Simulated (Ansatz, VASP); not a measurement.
# TaAs: VASP beside Ansatz

One calculation is typed for both programs; each brings its own data sets and cutoff. How far apart do they land?

Program: Ansatz 0.2.0. Level of theory: plane waves, with VASP 6.6.1 beside it; relaxation of cell and atoms at PBE. Results are calculated unless marked as measured.

## Step 1: The starting structure

The structure is tetragonal, space group I4_1md (No. 109). Conventional cell: a = 3.478 Å, b = 3.478 Å, c = 11.852 Å, α = 90.00°, β = 90.00°, γ = 90.00°. Ta has 6 As at 2.64 to 2.65 Å nearest. Nearest to As lie 6 Ta at 2.64 to 2.65 Å. Farther neighbours are not listed.

Structure file:

```cif
data_structure
_symmetry_space_group_name_H-M 'I4_1md'
_symmetry_Int_Tables_number 109
_cell_length_a 3.4777
_cell_length_b 3.4777
_cell_length_c 11.8521
_cell_angle_alpha 90.000
_cell_angle_beta 90.000
_cell_angle_gamma 90.000
_cell_volume 143.35
loop_
_atom_site_label
_atom_site_type_symbol
_atom_site_symmetry_multiplicity
_atom_site_Wyckoff_symbol
_atom_site_fract_x
_atom_site_fract_y
_atom_site_fract_z
_atom_site_occupancy
Ta1 Ta 4 a 0.00000 0.00000 0.24997 1
As1 As 4 a 0.00000 0.00000 0.83263 1
```

## Step 2: VASP: relaxation of cell and atoms, PBE

The relaxed volume is the usual yardstick between codes: its relative difference is about their pressure difference at one cell divided by the bulk modulus.

Lines of VASP's logs that name or quote its potential files are left out, and so is its time.

Contents of INCAR:

```
SYSTEM = TaAs
PREC = Accurate
ENCUT = 450
EDIFF = 1E-06
NELM = 100
ISMEAR = 0
SIGMA = 0.05
LREAL = .FALSE.
ALGO = Normal
GGA = PE
NBANDS = 22
LASPH = .TRUE.
LORBIT = 11
LWAVE = .FALSE.
LCHARG = .FALSE.
KPAR = 16
IBRION = 2
NSW = 50
ISIF = 3
EDIFFG = -0.006
```

Contents of POSCAR:

```
TaAs
1.0
   -1.7388621280      1.7388621280      5.9260437458
    1.7388621280     -1.7388621280      5.9260437458
    1.7388621280      1.7388621280     -5.9260437458
Ta As
2 2
Direct
    0.4999673000      0.4999673000      0.0000000000
    0.2499673000      0.7499673000      0.5000000000
    0.0826321200      0.0826321200      0.0000000000
    0.8326321200      0.3326321200      0.5000000000
```

Contents of KPOINTS:

```
Automatic mesh
0
Gamma
14 14 14
0 0 0
```

The projector-augmented-wave data sets are Ta_pv and As (PBE family, release 64).

Command:

```bash
mpirun -np 16 vasp_std
```

Numbers of over 12 decimals in the logs are rounded to 6 here.

What it wrote:

```text
[banner, memory and clock lines left out]
running   16 mpi-ranks, on    1 nodes
 distrk:  each k-point on    1 cores,   16 groups
 distr:  one band on    1 cores,    1 groups

 POSCAR found type information on POSCAR TaAs
 POSCAR found :  2 types and       4 ions
|                                                                             |
|           W    W    AA    RRRRR   N    N  II  N    N   GGGG   !!!           |
|           W    W   A  A   R    R  NN   N  II  NN   N  G    G  !!!           |
|           W    W  A    A  R    R  N N  N  II  N N  N  G       !!!           |
|           W WW W  AAAAAA  RRRRR   N  N N  II  N  N N  G  GGG   !            |
|           WW  WW  A    A  R   R   N   NN  II  N   NN  G    G                |
|           W    W  A    A  R    R  N    N  II  N    N   GGGG   !!!           |
|                                                                             |
|     For optimal performance we recommend to set                             |
|       NCORE = 2 up to number-of-cores-per-socket                            |
|     NCORE specifies how many cores store one orbital (NPAR=cpu/NCORE).      |
|     This setting can greatly improve the performance of VASP for DFT.       |
|     The default, NCORE=1 might be grossly inefficient on modern             |
|     multi-core architectures or massively parallel machines. Do your        |
|     Unfortunately you need to use the default for GW and RPA                |
|     calculations (for HF NCORE is supported but not extensively tested      |
|     yet).                                                                   |
|                                                                             |

 LDA part: xc-table for (Slater+PW92), standard interpolation
 POSCAR, INCAR and KPOINTS ok, starting setup
 FFT: planning ... GRIDC
 FFT: planning ... GRID_SOFT
 FFT: planning ... GRID
 WAVECAR not read
 entering main loop
       N       E                     dE             d eps       ncg     rms          rms(c)
DAV:   1     0.217985796141E+03    0.21799E+03   -0.15319E+04 10800   0.125E+03
DAV:   2    -0.273407841872E+02   -0.24533E+03   -0.23569E+03 12452   0.343E+02
DAV:   3    -0.368233903434E+02   -0.94826E+01   -0.92055E+01 13864   0.603E+01
DAV:   4    -0.369911112866E+02   -0.16772E+00   -0.16671E+00 13328   0.754E+00
DAV:   5    -0.369949399674E+02   -0.38287E-02   -0.38251E-02 13710   0.909E-01    0.200E+01
DAV:   6    -0.352049649802E+02    0.17900E+01   -0.57657E+00 13106   0.142E+01    0.827E+00
DAV:   7    -0.351215126354E+02    0.83452E-01   -0.48639E-01 15218   0.439E+00    0.258E+00
DAV:   8    -0.351061191295E+02    0.15394E-01   -0.47974E-02 13380   0.101E+00    0.265E-01
DAV:   9    -0.351058436171E+02    0.27551E-03   -0.48202E-03 13830   0.365E-01    0.119E-01
DAV:  10    -0.351058316479E+02    0.11969E-04   -0.53301E-04 13050   0.184E-01    0.190E-02
DAV:  11    -0.351058302017E+02    0.14463E-05   -0.34730E-05 14956   0.330E-02    0.137E-02
DAV:  12    -0.351058253768E+02    0.48249E-05   -0.13078E-05 13302   0.245E-02    0.227E-03
DAV:  13    -0.351058254466E+02   -0.69848E-07   -0.58791E-07  7924   0.527E-03
   1 F= -.35105825E+02 E0= -.35105606E+02  d E =-.351058E+02
[... from here on, the cycles between the ionic steps are left out ...]
   2 F= -.35084797E+02 E0= -.35084599E+02  d E =0.210284E-01
   3 F= -.35115415E+02 E0= -.35115203E+02  d E =-.959004E-02
   4 F= -.35115414E+02 E0= -.35115202E+02  d E =-.958886E-02
   5 F= -.35115893E+02 E0= -.35115692E+02  d E =-.478823E-03
   6 F= -.35115962E+02 E0= -.35115764E+02  d E =-.547235E-03
   7 F= -.35115996E+02 E0= -.35115800E+02  d E =-.340114E-04
   8 F= -.35116003E+02 E0= -.35115807E+02  d E =-.413756E-04
   9 F= -.35115996E+02 E0= -.35115801E+02  d E =0.678448E-05
 trial-energy change:    0.000007  1 .order    0.000002   -0.000028    0.000033
 step:   0.3284(harm=  0.4223)  dis= 0.00018  next Energy=   -35.116008 (dE=-0.485E-05)
 bond charge predicted
       N       E                     dE             d eps       ncg     rms          rms(c)
DAV:   1    -0.351160334153E+02   -0.37197E-04   -0.18626E-03 10748   0.384E-01    0.475E-02
DAV:   2    -0.351160153299E+02    0.18085E-04   -0.13078E-04 12032   0.911E-02    0.186E-02
DAV:   3    -0.351160095292E+02    0.58007E-05   -0.16950E-05 13184   0.306E-02    0.380E-03
DAV:   4    -0.351160088254E+02    0.70381E-06   -0.93596E-07  7120   0.582E-03
  10 F= -.35116009E+02 E0= -.35115813E+02  d E =-.590622E-05
 curvature:  -0.28 expect dE=-0.264E-06 dE for cont linesearch -0.130E-06
 trial: gam= 0.00000 g(F)=  0.862E-07 g(S)=  0.848E-06 ort =-0.444E-05 (trialstep = 0.796E+00)
 search vector abs. value=  0.934E-06
 reached required accuracy - stopping structural energy minimisation
```

OUTCAR, selected parts (step 2):

```text
ion  position               nearest neighbor table
   1  0.500  0.500  0.000-   4 2.64   4 2.64   3 2.65   3 2.65   3 2.65   3 2.65   2 3.44   2 3.44
                             2 3.44   2 3.44
   2  0.250  0.750  0.500-   3 2.64   3 2.64   4 2.65   4 2.65   4 2.65   4 2.65   1 3.44   1 3.44
                             1 3.44   1 3.44
   3  0.083  0.083  0.000-   2 2.64   2 2.64   1 2.65   1 2.65   1 2.65   1 2.65
   4  0.833  0.333  0.500-   1 2.64   1 2.64   2 2.65   2 2.65   2 2.65   2 2.65

  LATTYP: Found a body centered tetragonal cell.
 ALAT       =     3.4777242560
 C/A-ratio  =     3.4080009279

 Subroutine GETGRP returns: Found  8 space group operations
 (whereof  4 operations were pure point group operations)

The static configuration has the point symmetry C_2v.
 The point group associated with its full space group is C_4v.

 Found    244 irreducible k-points:

   k-points           NKPTS =    244   k-points in BZ     NKDIM =    244   number of bands    NBANDS=     22

   dimension x,y,z NGX =    48 NGY =   48 NGZ =   48
   dimension x,y,z NGXF=    96 NGYF=   96 NGZF=   96

   ENCUT  =  450.0 eV  33.07 Ry    5.75 a.u.  11.10 11.10 11.10*2*pi/ulx,y,z

   NELECT =      32.0000    total number of electrons

 k-points in reciprocal lattice and weights: Automatic mesh
   0.00000000  0.00000000  0.00000000       0.000
   0.07142857  0.00000000  0.00000000       0.003
   0.14285714 -0.00000000  0.00000000       0.003
   0.21428571 -0.00000000  0.00000000       0.003
   0.28571429  0.00000000  0.00000000       0.003
   0.35714286 -0.00000000  0.00000000       0.003
   0.42857143 -0.00000000  0.00000000       0.003
   0.50000000  0.00000000 -0.00000000       0.001
   0.07142857  0.07142857  0.00000000       0.003
[...]
-0.42857143 -0.42857143  0.42857143       0.001
   0.50000000  0.50000000  0.50000000       0.000

 average (electrostatic) potential at core
       1 -36.4933       2 -36.4933       3 -47.9432       4 -47.9432

 E-fermi :   6.8364

 k-point     1 :       0.0000    0.0000    0.0000
  band No.  band energies     occupation
    ...
     12       4.3840      2.00000
     13       4.5448      2.00000
     14       4.9543      2.00000
     15       5.2166      2.00000
     16       5.2166      2.00000
     17       7.7164      0.00000
     18       8.3786      0.00000
     19       9.1574      0.00000
     20       9.8629      0.00000
     21       9.8629      0.00000
    ...

 k-point     2 :       0.0714    0.0000    0.0000
  band No.  band energies     occupation
    ...
     12       4.3316      2.00000
     13       4.5812      2.00000
     14       4.8246      2.00000
     15       5.1961      2.00000
     16       5.3843      2.00000
     17       7.6158      0.00000
     18       8.2541      0.00000
     19       9.1814      0.00000
     20       9.5746      0.00000
     21      10.0477      0.00000
    ...

 k-point     3 :       0.1429   -0.0000    0.0000
  band No.  band energies     occupation
    ...
     12       4.1954      2.00000
     13       4.6857      2.00000
     14       4.9258      2.00000
     15       5.1045      2.00000
     16       5.6462      2.00000
     17       7.4323      0.00000
     18       8.0439      0.00000
     19       8.8156      0.00000
     20       9.4152      0.00000
     21       9.8484      0.00000
    ...

  Total        0.0058714      0.0058714     -0.0011570      0.0000000      0.0000000      0.0000000
  in kB        0.1333813      0.1333813     -0.0262826      0.0000000      0.0000000      0.0000000
  external PRESSURE =       0.0801600 kB  Pullay stress =       0.0000000 kB

  energy-cutoff  :      450.00
  volume of cell :       70.53
      direct lattice vectors                 reciprocal lattice vectors
    -1.732858865  1.732858865  5.871814282     0.000000000  0.288540521  0.085152557
     1.732858865 -1.732858865  5.871814282     0.288540521  0.000000000  0.085152557
     1.732858865  1.732858865 -5.871814282     0.288540521  0.288540521  0.000000000

 POSITION                                       TOTAL-FORCE (eV/Angst)
 -----------------------------------------------------------------------------------
      0.00000      0.00000      5.87400         0.000000      0.000000     -0.000668
      1.73286      0.00000      2.93809         0.000000      0.000000     -0.000668
      0.00000      0.00000      0.96783        -0.000000     -0.000000      0.000668
      0.00000      1.73286      3.90374         0.000000      0.000000      0.000668
 -----------------------------------------------------------------------------------
    total drift:                                0.000000      0.000000      0.000222

  FREE ENERGIE OF THE ION-ELECTRON SYSTEM (eV)
  ---------------------------------------------------
  free  energy   TOTEN  =       -35.1160088254 eV

  energy  without entropy=      -35.1156174438  energy(sigma->0) =      -35.11581313

 reached required accuracy - stopping structural energy minimisation

 total charge
# of ion       s       p       d       tot
------------------------------------------
    1        0.275   6.155   2.376   8.806
    2        0.275   6.155   2.376   8.806
    3        1.188   1.664   0.080   2.932
    4        1.188   1.664   0.080   2.932
--------------------------------------------------
tot          2.926  15.638   4.912  23.475

[... 3 further parts left out ...]
```

CONTCAR:

```
TaAs
   1.00000000000000
    -1.7328588645086622    1.7328588645086622    5.8718142823817328
     1.7328588645086622   -1.7328588645086622    5.8718142823817328
     1.7328588645086622    1.7328588645086622   -5.8718142823817328
  Ta              As
     2     2
Direct
     0.5001862628585428    0.5001862628585428    0.0000000000000000
     0.2501862628585429    0.7501862628585430    0.5000000000000000
     0.0824131571414582    0.0824131571414582    0.0000000000000000
     0.8324131571414581    0.3324131571414582    0.5000000000000000
```

(Part 1 of 2 ends here.)

[Lines on the potential files, build, host, timing and source positions are cut from VASP's logs without a mark.]

[Logs are printed without paths, hosts, clocks, repeated set-up lines and the standing remarks that a program may print on its own settings, such as how far it seeks lower states.]

[Hosts, paths, dates, database ids (printed as entryN), source tags and the programs' standing remarks are cut or masked in the printed files.]
